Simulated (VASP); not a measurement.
# Mg2CdS3 (Cmc2_1) in VASP: further runs

One crystal, Mg2CdS3, is run at these levels: PBE; tasks: relaxation of cell and atoms.

All numbers are computed with VASP 6.6.1; they aren't measurements. Logs are shortened: lines on timing, memory, paths and dates and some standing lists are left out, and cuts for length are marked.

## 1. The crystal as given

It takes space group Cmc2_1 (No. 36, orthorhombic). The conventional cell has a = 12.286 Å, b = 7.092 Å, c = 6.636 Å, α = 90.00°, β = 90.00°, γ = 90.00°. Mg (site symmetry 1) has 4 S at 2.46 to 2.47 Å as nearest neighbours. Cd (site symmetry m) is surrounded by 4 S at 2.57 to 2.58 Å. S (site symmetry m) has 2 Mg at 2.46 Å and 2 Cd at 2.57 to 2.58 Å as nearest neighbours. S (site symmetry 1) is surrounded by 3 Mg at 2.47 Å and 1 Cd at 2.58 Å.

The cell was built by a generator and needn't be a form met in nature.

## 2. Relaxation of cell and atoms, PBE

Contents of INCAR:

```
  PREC = Accurate
  ENCUT = 520
  EDIFF = 1E-6
  ISMEAR = 0
  SIGMA = 0.03
  LREAL = F
  LASPH = T
  NELM = 120
  ALGO = Normal
  ISIF = 3
  LWAVE = F
  LCHARG = F
  GGA = PE
  IBRION = 2
  NSW = 90
  EDIFFG = -0.01
  KPAR = 4
```

Contents of KPOINTS:

```
Automatic mesh
0
Gamma
  4 4 4
```

Contents of POSCAR:

```
Mg2CdS3
1.0
    6.1430000000     -3.5460000000      0.0000000000
    6.1430000000      3.5460000000      0.0000000000
    0.0000000000      0.0000000000      6.6360000000
Mg Cd S
4 2 6
Direct
    0.4981501200      0.1665088400      0.4990958400
    0.5018498800      0.8334911600      0.9990958400
    0.1665088400      0.4981501200      0.9990958400
    0.8334911600      0.5018498800      0.4990958400
    0.1684997200      0.8315002800      0.4977396000
    0.8315002800      0.1684997200      0.9977396000
    0.1780879900      0.8219120100      0.8862266400
    0.4884941700      0.1667231600      0.8714587100
    0.5115058300      0.8332768400      0.3714587100
    0.8219120100      0.1780879900      0.3862266400
    0.1667231600      0.4884941700      0.3714587100
    0.8332768400      0.5115058300      0.8714587100
```

Potentials or basis: VASP PAW PBE potentials, release 64 (Mg, Cd, S).

The run is started by

```
cat potpaw_PBE.64/Mg/POTCAR potpaw_PBE.64/Cd/POTCAR potpaw_PBE.64/S/POTCAR > POTCAR
mpirun -np 4 vasp_std > vasp.out
```

OUTCAR:

```text
PREC = Accurate
   ENCUT = 520
   EDIFF = 1E-6
   ISMEAR = 0
   LREAL = F
   LASPH = T
   NELM = 120
   ISIF = 3
   GGA = PE
   IBRION = 2
   NSW = 90
   EDIFFG = -0.01

 ion  position               nearest neighbor table
   1  0.498  0.167  0.499-  10 2.46   9 2.47  11 2.47   8 2.47
   2  0.502  0.833  0.999-   7 2.46   8 2.47  12 2.47   9 2.47
   3  0.167  0.498  0.999-   7 2.46  12 2.47   8 2.47  11 2.47
   4  0.833  0.502  0.499-  10 2.46  11 2.47   9 2.47  12 2.47
   5  0.168  0.832  0.498-  10 2.57   7 2.58   9 2.58  11 2.58
   6  0.832  0.168  0.998-   7 2.57  10 2.58   8 2.58  12 2.58
   7  0.178  0.822  0.886-   2 2.46   3 2.46   6 2.57   5 2.58
   8  0.488  0.167  0.871-   2 2.47   3 2.47   1 2.47   6 2.58
   9  0.512  0.833  0.371-   1 2.47   4 2.47   2 2.47   5 2.58
  10  0.822  0.178  0.386-   1 2.46   4 2.46   5 2.57   6 2.58
  11  0.167  0.488  0.371-   4 2.47   1 2.47   3 2.47   5 2.58
  12  0.833  0.512  0.871-   3 2.47   2 2.47   4 2.47   6 2.58

  LATTYP: Found a base centered orthorhombic cell.
 ALAT       =     7.0920000000
 B/A-ratio  =     1.7323745065
 C/A-ratio  =     0.9357021997

  Lattice vectors:

 A1 = (  -6.1430000000,  -3.5460000000,   0.0000000000)
 A2 = (   6.1430000000,  -3.5460000000,   0.0000000000)
 A3 = (   0.0000000000,   0.0000000000,   6.6360000000)

Analysis of symmetry for initial positions (statically):
=====================================================================
 Subroutine PRICEL returns:
 Original cell was already a primitive cell.

 Routine SETGRP: Setting up the symmetry group for a
 base centered orthorhombic supercell.

 Subroutine GETGRP returns: Found  4 space group operations
 (whereof  2 operations were pure point group operations)
 out of a pool of  8 trial point group operations.

The static configuration has the point symmetry C_1h.
 The point group associated with its full space group is C_2v.

Analysis of symmetry for dynamics (positions and initial velocities):
=====================================================================
 Subroutine PRICEL returns:
 Original cell was already a primitive cell.

 Routine SETGRP: Setting up the symmetry group for a
 base centered orthorhombic supercell.

 Subroutine GETGRP returns: Found  4 space group operations
 (whereof  2 operations were pure point group operations)
 out of a pool of  8 trial point group operations.

The dynamic configuration has the point symmetry C_1h.
 The point group associated with its full space group is C_2v.

 Subroutine INISYM returns: Found  4 space group operations
[... 105 lines left out ...]
   ISTART =      0    job   : 0-new  1-cont  2-samecut
   ICHARG =      2    charge: 1-file 2-atom 10-const
   ISPIN  =      1    spin polarized calculation?
   LNONCOLLINEAR =      F non collinear calculations
   LSORBIT =      F    spin-orbit coupling
   LASPH  =      T    aspherical Exc in radial PAW
   ENCUT  =  520.0 eV  38.22 Ry    6.18 a.u.  13.19 13.19 12.34*2*pi/ulx,y,z
   NELM   =    120;   NELMIN=  2; NELMDL= -5     # of ELM steps
   EDIFF  = 0.1E-05   stopping-criterion for ELM
   LREAL  =      F    real-space projection
   EDIFFG = -.1E-01   stopping-criterion for IOM
   NSW    =     90    number of steps for IOM
   IBRION =      2    ionic relax: 0-MD 1-quasi-New 2-CG
   NFREE  =      1    steps in history (QN), initial steepest desc. (CG)
   ISIF   =      3    stress and relaxation
   ISYM   =      2    0-nonsym 1-usesym 2-fastsym
   POTIM  = 0.5000    time-step for ionic-motion
   TEBEG  =    0.0;   TEEND  =   0.0 temperature during run
   PSTRESS=    0.0 pullay stress
   NELECT =      68.0000    total number of electrons
   NUPDOWN=      -1.0000    fix difference up-down
   EMIN   =  10.00;   EMAX   =-10.00  energy-range for DOS
   EFERMI =   0.00;   METHOD = LEGACY
   ISMEAR =     0;   SIGMA  =   0.03  broadening in eV -4-tet -1-fermi 0-gaus
   EFERMI_NEDOS =   21; number of points for ismear=-14 and -15
   IALGO  =     38    algorithm
   IMIX   =      4    mixing-type and parameters
     AMIX     =   0.40;   BMIX     =  1.00
     AMIX_MAG =   1.60;   BMIX_MAG =  1.00
  volume/ion in A,a.u.               =      24.09       162.58
  Fermi-wavevector in a.u.,A,eV,Ry     =   1.010553  1.909669 13.894516  1.021218
  Thomas-Fermi vector in A             =   2.143550
   LORBIT       =      0    0 simple, 1 ext, 2 COOP (PROOUT), +10 PAW based schemes
   GGA     = PE    functional components
   LHFCALC =     F    Hartree Fock is set to
   AEXX    =    0.0000 exact exchange contribution
   IVDW    =     0    specifies the selected vdW correction
   LEPSILON=     F    determine dielectric tensor
   LRPA    =     F    only Hartree local field effects (RPA)
 conjugate gradient relaxation of ions
 non-spin polarized calculation
 Gauss-broadening in eV      SIGMA  =   0.03
  energy-cutoff  :      520.00
  volume of cell :      289.11
 maximum number of plane-waves:      7815
 NGX is ok and might be reduce to    54
   NGX = 27   NGY = 27   NGZ = 25

--------------------------------------- Ionic step        1  -------------------------------------------

 number of electron      67.9999994 magnetization

 Free energy of the ion-electron system (eV)
  ---------------------------------------------------
  ext. energy  EPLUGINS =         0.00000000
  ---------------------------------------------------
  free energy    TOTEN  =       -46.25001433 eV

  energy without entropy =      -46.25001433  energy(sigma->0) =      -46.25001433

------------------------ aborting loop because EDIFF is reached ----------------------------------------

  FORCE on cell =-STRESS in cart. coord.  units (eV):
  Direction    XX          YY          ZZ          XY          YZ          ZX
  --------------------------------------------------------------------------------------
  -------------------------------------------------------------------------------------
  Total       -0.2391575     -0.2900415     -0.3522745      0.0000000      0.0000000      0.0000000
  in kB       -1.3253759     -1.6073672     -1.9522536      0.0000000      0.0000000      0.0000000
  external PRESSURE =      -1.6283322 kB  Pullay stress =       0.0000000 kB
[... 263 lines left out ...]
--------------------------------------- Ionic step        7  -------------------------------------------

 number of electron      68.0000001 magnetization

 Free energy of the ion-electron system (eV)
  ---------------------------------------------------
  ext. energy  EPLUGINS =         0.00000000
  ---------------------------------------------------
  free energy    TOTEN  =       -46.25223656 eV

  energy without entropy =      -46.25223656  energy(sigma->0) =      -46.25223656

 E-fermi :   1.0902     XC(G=0):  -8.5466

 val. band max:        0.9453905191   @ k =   0.0000   0.0000   0.0000
 cond. band min:       3.5090982292   @ k =   0.0000   0.0000   0.0000
 fundamental gap:      2.5637077101
 Fermi energy:         1.0901561993

 k-point     1 :       0.0000    0.0000    0.0000
  band No.  band energies     occupation
      1     -10.5726      2.00000
      2     -10.0459      2.00000
      3      -9.9187      2.00000
      4      -9.8740      2.00000
      5      -9.8509      2.00000
      6      -9.8492      2.00000
[... 952 lines left out ...]
  FREE ENERGIE OF THE ION-ELECTRON SYSTEM (eV)
  ---------------------------------------------------
  free  energy   TOTEN  =       -46.2522365621 eV

  energy  without entropy=      -46.2522365621  energy(sigma->0) =      -46.25223656

 reached required accuracy - stopping structural energy minimisation
```

OSZICAR:

```text
N       E                     dE             d eps       ncg     rms          rms(c)
DAV:   1     0.403001193348E+03    0.40300E+03   -0.29066E+04  1722   0.142E+03
DAV:   2    -0.154415659830E+02   -0.41844E+03   -0.40937E+03  2207   0.287E+02
[... 55 lines left out ...]
       N       E                     dE             d eps       ncg     rms          rms(c)
DAV:   1    -0.462522751627E+02   -0.13068E-03   -0.17259E-01  1726   0.173E+00    0.125E-01
DAV:   2    -0.462522755742E+02   -0.41148E-06   -0.21817E-03  2075   0.243E-01    0.499E-02
DAV:   3    -0.462522455369E+02    0.30037E-04   -0.68593E-05  2067   0.457E-02    0.359E-02
DAV:   4    -0.462522356916E+02    0.98453E-05   -0.21729E-05  2052   0.235E-02    0.149E-02
DAV:   5    -0.462522365621E+02   -0.87054E-06   -0.39739E-06  1882   0.107E-02
   7 F= -.46252237E+02 E0= -.46252237E+02  d E =-.155588E-03
```

CONTCAR:

```text
Mg2CdS3
   1.00000000000000
     6.1393083174736844   -3.5442412509376826    0.0000000000000000
     6.1393083174736844    3.5442412509376826    0.0000000000000000
     0.0000000000000000    0.0000000000000000    6.6209068568428497
  Mg              Cd              S
     4     2     6
Direct
     0.4971609684966317    0.1664420612934626    0.4987660738571041
     0.5028390315033683    0.8335579387065374    0.9987660738571043
     0.1664420612934626    0.4971609684966317    0.9987660738571043
     0.8335579387065374    0.5028390315033683    0.4987660738571041
     0.1700342653811411    0.8299657346188590    0.4975088667300071
     0.8299657346188590    0.1700342653811411    0.9975088667300070
     0.1773603597417901    0.8226396402582098    0.8868530134008263
     0.4888315463505555    0.1667040645184053    0.8715906560774801
     0.5111684536494445    0.8332959354815948    0.3715906560774802
     0.8226396402582098    0.1773603597417901    0.3868530134008264
     0.1667040645184053    0.4888315463505555    0.3715906560774802
     0.8332959354815948    0.5111684536494445    0.8715906560774801

  0.00000000E+00  0.00000000E+00  0.00000000E+00
  0.00000000E+00  0.00000000E+00  0.00000000E+00
  0.00000000E+00  0.00000000E+00  0.00000000E+00
  0.00000000E+00  0.00000000E+00  0.00000000E+00
  0.00000000E+00  0.00000000E+00  0.00000000E+00
  0.00000000E+00  0.00000000E+00  0.00000000E+00
  0.00000000E+00  0.00000000E+00  0.00000000E+00
  0.00000000E+00  0.00000000E+00  0.00000000E+00
  0.00000000E+00  0.00000000E+00  0.00000000E+00
  0.00000000E+00  0.00000000E+00  0.00000000E+00
  0.00000000E+00  0.00000000E+00  0.00000000E+00
  0.00000000E+00  0.00000000E+00  0.00000000E+00
```

Wall time 3.2 min (4 MPI ranks of Intel Xeon 6975P-C (Granite Rapids), shared host); peak memory 0.55 GiB.

What came out:

| Item | Value |
| --- | --- |
| Free energy | -46.2522 eV |
| Relaxed volume | 24.01 Å³/atom |
| Relaxed cell | a = 7.089 Å, b = 7.089 Å, c = 6.621 Å, α = 90.00°, β = 90.00°, γ = 60.00° |
| Space group after relaxing (to 0.05 Å) | Cmc2_1 (No. 36) |
| Energy gained by relaxing | 0.2 meV/atom |
| Ionic steps | 7 |
| Pressure after relaxing | 0.0 GPa |
| Largest force after relaxing | 0.010 eV/Å |
| Band gap on the k mesh | 2.56 eV, direct |

Forces on the atoms (eV/Å):
```
Mg   0.004 -0.001 -0.002
Mg  -0.004  0.001 -0.002
Mg   0.004  0.001 -0.002
Mg  -0.004 -0.001 -0.002
Cd   0.000  0.003  0.008
Cd   0.000 -0.003  0.008
S    0.000  0.009  0.004
S   -0.001  0.004 -0.004
S    0.001 -0.004 -0.004
S    0.000 -0.009  0.004
S   -0.001 -0.004 -0.004
S    0.001  0.004 -0.004
```

The path:
| step | energy change (eV) | largest force (eV/Å) | pressure (GPa) | volume (Å³) |
| --- | --- | --- | --- | --- |
| 1 | 0.0000 | 0.0575 | -0.16 | 289.11 |
| 2 | -0.0015 | 0.0400 | 0.03 | 288.08 |
| 3 | -0.0015 | 0.0353 | 0.09 | 287.80 |
| 4 | -0.0020 | 0.0196 | 0.03 | 288.11 |
| 5 | -0.0021 | 0.0143 | -0.01 | 288.32 |
| 6 | -0.0021 | 0.0121 | 0.00 | 288.27 |
| 7 | -0.0022 | 0.0097 | 0.02 | 288.13 |

Final structure:
```yaml
crystal:
  lattice:
    - [6.13931, -3.54424, 0.00000]
    - [6.13931, 3.54424, 0.00000]
    - [0.00000, 0.00000, 6.62091]
  atoms:
    - { symbol: Mg, position: [0.49716, 0.16644, 0.49877] }
    - { symbol: Mg, position: [0.50284, 0.83356, 0.99877] }
    - { symbol: Mg, position: [0.16644, 0.49716, 0.99877] }
    - { symbol: Mg, position: [0.83356, 0.50284, 0.49877] }
    - { symbol: Cd, position: [0.17003, 0.82997, 0.49751] }
    - { symbol: Cd, position: [0.82997, 0.17003, 0.99751] }
    - { symbol: S, position: [0.17736, 0.82264, 0.88685] }
    - { symbol: S, position: [0.48883, 0.16670, 0.87159] }
    - { symbol: S, position: [0.51117, 0.83330, 0.37159] }
    - { symbol: S, position: [0.82264, 0.17736, 0.38685] }
    - { symbol: S, position: [0.16670, 0.48883, 0.37159] }
    - { symbol: S, position: [0.83330, 0.51117, 0.87159] }
```

Expect the measured gap to be larger: semilocal functionals such as PBE lack the derivative discontinuity.

(Continued in part 2 of 2.)
